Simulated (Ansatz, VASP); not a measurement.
# CrBr2 in two plane-wave programs

Aim: how closely do two programs agree when they are given the same cell, functional and k mesh? The structure shown is the end of the VASP relaxation below.

Calculated with Ansatz 0.2.0; plane waves, with VASP 6.6.1 beside it; single point at PBEsol and band structure at PBEsol.

## (1) The structure

The cell holds 3 atoms: 2 Br and 1 Cr. Cell: a = 4.168 Å, b = 4.168 Å, c = 18.016 Å, α = 90.0°, β = 90.0°, γ = 52.1°. It derives from CrBr2. As first built, before any earlier steps moved the atoms: kind sheets cut from a layered crystal; sheets 1. Vacuum lies along c.

As a file:

```cif
data_structure
_symmetry_space_group_name_H-M 'P 1'
_symmetry_Int_Tables_number 1
_cell_length_a 4.1684
_cell_length_b 4.1684
_cell_length_c 18.0161
_cell_angle_alpha 90.000
_cell_angle_beta 90.000
_cell_angle_gamma 52.115
_cell_volume 247.06
loop_
_atom_site_label
_atom_site_type_symbol
_atom_site_fract_x
_atom_site_fract_y
_atom_site_fract_z
_atom_site_occupancy
Br1 Br 0.52749 0.52749 0.57999 1
Br2 Br 0.27841 0.27841 0.42001 1
Cr3 Cr 0.90295 0.90295 0.50000 1
```

## (2) VASP: relaxation, PBEsol

This run makes the geometry at which the two programs are then compared.

Lines of VASP's logs that name or quote its potential files are left out, and so is its time.

INCAR

```
SYSTEM = CrBr2
PREC = Normal
ENCUT = 300
EDIFF = 1E-05
NELM = 120
ISMEAR = 0
SIGMA = 0.05
LREAL = .FALSE.
ALGO = Fast
GGA = PS
NBANDS = 17
ISPIN = 2
MAGMOM = 0 0 3
LMAXMIX = 4
LORBIT = 11
LWAVE = .FALSE.
LCHARG = .FALSE.
KPAR = 2
IBRION = 2
NSW = 40
ISIF = 2
EDIFFG = -0.03
POTIM = 0.4
MAXMIX = 40
IDIPOL = 3
LDIPOL = .TRUE.
DIPOL = 0.5 0.5 0.5
```

POSCAR

```
CrBr2
1.0
    4.1683699850      0.0000000000      0.0000000000
    2.5597016450      3.2898686630      0.0000000000
    0.0000000000      0.0000000000     18.0160793074
Br Cr
2 1
Direct
    0.5260881120      0.5260881120      0.5837052070
    0.2798100870      0.2798100870      0.4162947930
    0.9029490990      0.9029490990      0.5000000000
```

KPOINTS

```
Automatic mesh
0
Gamma
7 7 1
0 0 0
```

Potentials, in the order of the species: Br and Cr (PBE family, release 64).

Command:

```
$ mpirun -np 2 vasp_std
```

Numbers of over 12 decimals in the logs are rounded to 6 here.

Output:

```text
[banner, memory and clock lines left out]
running    2 mpi-ranks, on    1 nodes
 distrk:  each k-point on    1 cores,    2 groups
 distr:  one band on    1 cores,    1 groups

 POSCAR found type information on POSCAR BrCr
 POSCAR found :  2 types and       3 ions
|                                                                             |
|               ----> ADVICE to this user running VASP <----                  |
|                                                                             |
|     You enforced a specific xc type in the INCAR file but a different       |
|     [... a line on the potential file left out ...]
|     I HOPE YOU KNOW WHAT YOU ARE DOING!                                     |
|                                                                             |

 LDA part: xc-table for (Slater+PW92), standard interpolation
 POSCAR, INCAR and KPOINTS ok, starting setup
 FFT: planning ... GRIDC
 FFT: planning ... GRID_SOFT
 FFT: planning ... GRID
 WAVECAR not read
 entering main loop
       N       E                     dE             d eps       ncg     rms          rms(c)
DAV:   1     0.134692823052E+03    0.13469E+03   -0.47509E+03  1088   0.549E+02
DAV:   2     0.562954955215E+01   -0.12906E+03   -0.12183E+03  1346   0.168E+02
DAV:   3    -0.148697662188E+02   -0.20499E+02   -0.20088E+02  1576   0.733E+01
DAV:   4    -0.156514250588E+02   -0.78166E+00   -0.77978E+00  1301   0.196E+01
DAV:   5    -0.156739627158E+02   -0.22538E-01   -0.22527E-01  1549   0.288E+00    0.109E+01
RMM:   6    -0.152452940498E+02    0.42867E+00   -0.68651E+00  1105   0.221E+01    0.101E+01
RMM:   7    -0.151979053021E+02    0.47389E-01   -0.11507E+00  1116   0.884E+00    0.468E+00
RMM:   8    -0.151108445776E+02    0.87061E-01   -0.42050E-01  1130   0.321E+00    0.231E+00
RMM:   9    -0.150392384612E+02    0.71606E-01   -0.10151E-01  1150   0.213E+00    0.776E-01
RMM:  10    -0.151167733731E+02   -0.77535E-01   -0.27278E-02  1161   0.113E+00    0.516E-01
RMM:  11    -0.152294728638E+02   -0.11270E+00   -0.18981E-02  1099   0.707E-01    0.348E-01
RMM:  12    -0.153472178483E+02   -0.11774E+00   -0.40309E-02  1152   0.824E-01    0.215E-01
RMM:  13    -0.154286158131E+02   -0.81398E-01   -0.30522E-02  1143   0.635E-01    0.101E-01
RMM:  14    -0.154585236829E+02   -0.29908E-01   -0.84997E-03  1171   0.382E-01    0.798E-02
RMM:  15    -0.154631606211E+02   -0.46369E-02   -0.22697E-03  1220   0.202E-01    0.330E-02
RMM:  16    -0.154635100620E+02   -0.34944E-03   -0.29315E-04  1108   0.860E-02    0.176E-02
RMM:  17    -0.154637648096E+02   -0.25475E-03   -0.10184E-04  1015   0.560E-02    0.133E-02
RMM:  18    -0.154641033963E+02   -0.33859E-03   -0.73900E-05   975   0.393E-02    0.645E-03
RMM:  19    -0.154642430549E+02   -0.13966E-03   -0.27387E-05   861   0.246E-02    0.436E-03
RMM:  20    -0.154643177143E+02   -0.74659E-04   -0.10149E-05   786   0.212E-02    0.261E-03
RMM:  21    -0.154643631006E+02   -0.45386E-04   -0.69865E-06   755   0.144E-02    0.157E-03
RMM:  22    -0.154643904054E+02   -0.27305E-04   -0.40539E-06   711   0.123E-02    0.190E-03
RMM:  23    -0.154644059108E+02   -0.15505E-04   -0.25377E-06   681   0.103E-02    0.696E-04
RMM:  24    -0.154644106450E+02   -0.47342E-05   -0.13575E-06   634   0.865E-03
   1 F= -.15464411E+02 E0= -.15464411E+02  d E =-.154644E+02  mag=     4.0000
[... from here on, the cycles between the ionic steps are left out ...]
   2 F= -.15474863E+02 E0= -.15474863E+02  d E =-.104519E-01  mag=     4.0001
   3 F= -.15485030E+02 E0= -.15485030E+02  d E =-.206195E-01  mag=     4.0000
   4 F= -.15478489E+02 E0= -.15478489E+02  d E =-.140781E-01  mag=     3.9999
   5 F= -.15486968E+02 E0= -.15486968E+02  d E =-.225570E-01  mag=     4.0001
   6 F= -.15486972E+02 E0= -.15486972E+02  d E =-.225616E-01  mag=     4.0001
   7 F= -.15487269E+02 E0= -.15487269E+02  d E =-.296799E-03  mag=     4.0002
   8 F= -.15488049E+02 E0= -.15488049E+02  d E =-.107729E-02  mag=     4.0020
 curvature:  -4.81 expect dE=-0.684E-03 dE for cont linesearch -0.675E-03
 ZBRENT: increasing intervall
 opt :  15.4509  next Energy=   -15.489421 (dE=-0.245E-02)
 bond charge predicted
       N       E                     dE             d eps       ncg     rms          rms(c)
DAV:   1    -0.154855207656E+02    0.25384E-02   -0.90430E-01  1142   0.470E+00    0.283E-01
RMM:   2    -0.154884317282E+02   -0.29110E-02   -0.30583E-02  1134   0.141E+00    0.107E-01
RMM:   3    -0.154892069456E+02   -0.77522E-03   -0.66895E-03  1273   0.552E-01    0.124E-01
RMM:   4    -0.154892766346E+02   -0.69689E-04   -0.58766E-04  1206   0.160E-01    0.116E-01
RMM:   5    -0.154892713071E+02    0.53275E-05   -0.48040E-05   912   0.501E-02
   9 F= -.15489271E+02 E0= -.15489271E+02  d E =-.229910E-02  mag=     4.0021
 curvature:  -9.76 expect dE=-0.337E-03 dE for cont linesearch -0.305E-03
 trial: gam=-0.24160 g(F)=  0.345E-04 g(S)=  0.000E+00 ort = 0.792E-04 (trialstep = 0.433E+01)
 search vector abs. value=  0.796E-05
 reached required accuracy - stopping structural energy minimisation
```

OUTCAR, selected parts (step 2):

```text
ion  position               nearest neighbor table
   1  0.526  0.526  0.584-   3 2.55   3 2.55
   2  0.280  0.280  0.416-   3 2.55   3 2.55
   3  0.903  0.903  0.500-   2 2.55   2 2.55   1 2.55   1 2.55

  LATTYP: Found a base centered orthorhombic cell.
 ALAT       =     3.6621099994
 B/A-ratio  =     2.0450882145
 C/A-ratio  =     4.9195898840

 Subroutine GETGRP returns: Found  4 space group operations
 (whereof  2 operations were pure point group operations)

The static configuration has the point symmetry C_1h.
 The point group associated with its full space group is C_2h.

 Found     16 irreducible k-points:

   k-points           NKPTS =     16   k-points in BZ     NKDIM =     16   number of bands    NBANDS=     17

   dimension x,y,z NGX =    18 NGY =   18 NGZ =   80
   dimension x,y,z NGXF=    36 NGYF=   36 NGZF=  160

   ENCUT  =  300.0 eV  22.05 Ry    4.70 a.u.   5.89  5.89 25.44*2*pi/ulx,y,z

   NELECT =      20.0000    total number of electrons

 k-points in reciprocal lattice and weights: Automatic mesh
   0.00000000  0.00000000  0.00000000       0.020
   0.14285714 -0.00000000  0.00000000       0.082
   0.28571429 -0.00000000  0.00000000       0.082
   0.42857143  0.00000000  0.00000000       0.082
   0.14285714  0.14285714  0.00000000       0.041
   0.28571429  0.14285714  0.00000000       0.082
   0.42857143  0.14285714  0.00000000       0.082
  -0.42857143  0.14285714  0.00000000       0.082
  -0.28571429  0.14285714  0.00000000       0.082
[...]
0.42857143  0.42857143  0.00000000       0.041
  -0.42857143  0.42857143  0.00000000       0.041

 dipolmoment           0.000000      0.000000      0.000000 electrons x Angstroem

 average (electrostatic) potential at core
       1 -68.8594       2 -68.8594       3 -50.5794

 E-fermi :  -2.3775

 spin component 1
 k-point     1 :       0.0000    0.0000    0.0000
  band No.  band energies     occupation
    ...
      8      -5.1084      1.00000
      9      -4.0942      1.00000
     10      -3.6943      1.00000
     11      -3.5263      1.00000
     12      -2.5960      1.00000
     13      -1.5535      0.00000
     14       0.3394      0.00000
     15       0.9665      0.00000
     16       2.0411      0.00000
     17       2.2142      0.00000

 k-point     2 :       0.1429   -0.0000    0.0000
  band No.  band energies     occupation
    ...
      8      -5.3132      1.00000
      9      -3.7831      1.00000
     10      -3.6337      1.00000
     11      -3.3715      1.00000
     12      -2.7457      1.00000
     13      -1.9306      0.00000
     14       0.9878      0.00000
     15       1.5385      0.00000
     16       2.3198      0.00000
     17       2.4798      0.00000

 k-point     3 :       0.2857   -0.0000    0.0000
  band No.  band energies     occupation
    ...
      8      -5.5084      1.00000
      9      -3.6856      1.00000
     10      -3.5923      1.00000
     11      -3.3018      1.00000
     12      -2.7992      1.00000
     13      -2.0056      0.00000
     14       1.6842      0.00000
     15       2.0212      0.00000
     16       2.9372      0.00000
     17       3.0703      0.00000

 k-point     4 :       0.4286    0.0000    0.0000
  band No.  band energies     occupation
    ...
      8      -5.6627      1.00000
      9      -3.7708      1.00000
     10      -3.6834      1.00000
     11      -3.4437      1.00000
     12      -2.6049      1.00000
     13      -1.7058      0.00000
     14       1.3976      0.00000
     15       1.6231      0.00000
     16       3.8087      0.00000
     17       4.0719      0.00000

 k-point     5 :       0.1429    0.1429    0.0000
  band No.  band energies     occupation
    ...
      8      -5.2859      1.00000
      9      -4.0927      1.00000
     10      -3.6336      1.00000
     11      -3.2503      1.00000
     12      -2.8529      1.00000
     13      -1.5709      0.00000
     14       0.7619      0.00000
     15       1.7415      0.00000
     16       2.1538      0.00000
     17       2.4233      0.00000

 k-point     6 :       0.2857    0.1429    0.0000
  band No.  band energies     occupation
    ...
      8      -5.2973      1.00000
      9      -3.7852      1.00000
     10      -3.6059      1.00000
     11      -3.1539      1.00000
     12      -2.9377      1.00000
     13      -1.9338      0.00000
     14       1.6598      0.00000
     15       2.4906      0.00000
     16       2.5431      0.00000
     17       2.8570      0.00000

  Total       -0.6271694     -0.8672623     -0.0337192      0.1542903      0.0342184      0.0699796
  in kB       -4.0671511     -5.6241375     -0.2186669      1.0005621      0.2219037      0.4538128
  external PRESSURE =      -3.3033185 kB  Pullay stress =       0.0000000 kB

  energy-cutoff  :      300.00
  volume of cell :      247.06
      direct lattice vectors                 reciprocal lattice vectors
     4.168369985  0.000000000  0.000000000     0.239901929 -0.186657106  0.000000000
     2.559701645  3.289868663  0.000000000     0.000000000  0.303963502  0.000000000
     0.000000000  0.000000000 18.016079307     0.000000000  0.000000000  0.055505972

 POSITION                                       TOTAL-FORCE (eV/Angst)
 -----------------------------------------------------------------------------------
      3.54899      1.73537     10.44917         0.018847      0.009216     -0.002673
      1.87315      0.91592      7.56691        -0.018847     -0.009216      0.002673
      6.07511      2.97058      9.00804         0.000000      0.000000      0.000000
 -----------------------------------------------------------------------------------
    total drift:                                0.000018      0.000009      0.000011

  FREE ENERGIE OF THE ION-ELECTRON SYSTEM (eV)
  ---------------------------------------------------
  free  energy   TOTEN  =       -15.4892713071 eV

  energy  without entropy=      -15.4892713071  energy(sigma->0) =      -15.48927131

 reached required accuracy - stopping structural energy minimisation

 vacuum level on the upper side and lower side of the slab         2.384         2.384

 total charge
# of ion       s       p       d       tot
------------------------------------------
    1        1.602   3.232   0.023   4.856
    2        1.602   3.232   0.023   4.856
    3        0.296   0.335   4.261   4.892
--------------------------------------------------
tot          3.500   6.798   4.307  14.605

 magnetization (x)
# of ion       s       p       d       tot
------------------------------------------
    1        0.001  -0.035   0.011  -0.023
    2        0.001  -0.035   0.011  -0.023
    3        0.060   0.036   3.640   3.737
--------------------------------------------------
tot          0.061  -0.034   3.662   3.690

[... 6 further parts left out ...]
```

CONTCAR:

```
CrBr2
   1.00000000000000
     4.1683699850000000    0.0000000000000000    0.0000000000000000
     2.5597016450000001    3.2898686630000000    0.0000000000000000
     0.0000000000000000    0.0000000000000000   18.0160793073999983
  Br              Cr
     2     1
Direct
     0.5274906002244679    0.5274906002244679    0.5799915137546910
     0.2784075987755299    0.2784075987755299    0.4200084862453090
     0.9029490989999971    0.9029490989999971    0.5000000000000000
```

The data set Cr keeps the semicore shell frozen, which is cheaper and a little less accurate.

[end of part 1 of 2]

[Lines on the potential files, build, host, timing and source positions are cut from VASP's logs without a mark.]

[Logs are printed without paths, hosts, clocks, repeated set-up lines and the standing remarks that a program may print on its own settings, such as how far it seeks lower states.]

[Hosts, paths, dates, database ids (printed as entryN), source tags and the programs' standing remarks are cut or masked in the printed files.]
